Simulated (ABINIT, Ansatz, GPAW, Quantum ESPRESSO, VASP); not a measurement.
**CaB2: 5 runs at one level of theory**

```
CELL_PARAMETERS angstrom
3.22643 0.00000 0.00000
-1.61322 2.79417 0.00000
0.00000 0.00000 4.06739
ATOMIC_POSITIONS crystal
Ca 0.00000 0.00000 0.00000
B 0.66667 0.33333 0.50000
B 0.33333 0.66667 0.50000
```

The cell comes from a database or a generator and needn't be the stable form of this composition.

Alike in all runs: task single point; functional PBE; k mesh 9 × 9 × 7; occupations fermi-dirac, width 0.05 eV; no spin polarisation; no spin-orbit coupling. Pressure is positive in compression and, in plane waves, holds the error of the finite cutoff, which Ansatz's Pulay term estimates and takes out.

```tsv
program and potentials	plane-wave cutoff (eV)	notes	pressure (GPa)
Ansatz, Ansatz PAW	420	Pulay term of +0.12 GPa included	-0.38
Quantum ESPRESSO, SSSP 1.3 efficiency PBE	748	-	-0.52
VASP, PBE PAW files B, Ca_sv, 520 eV	520	-	-0.09
GPAW, GPAW PAW data sets (gpaw-data 1.2.1)	800	-	-0.06
ABINIT, JTH PAW PBE v2.0	517	-	-0.68
```

The pressure spans -0.68 (ABINIT, JTH PAW PBE v2.0) to -0.06 GPa (GPAW, GPAW PAW data sets (gpaw-data 1.2.1)).

Differences between rows come from potentials, basis sets and numerical settings, since the functional is the same but for its coding. Runs on potential files found faulty are left out.
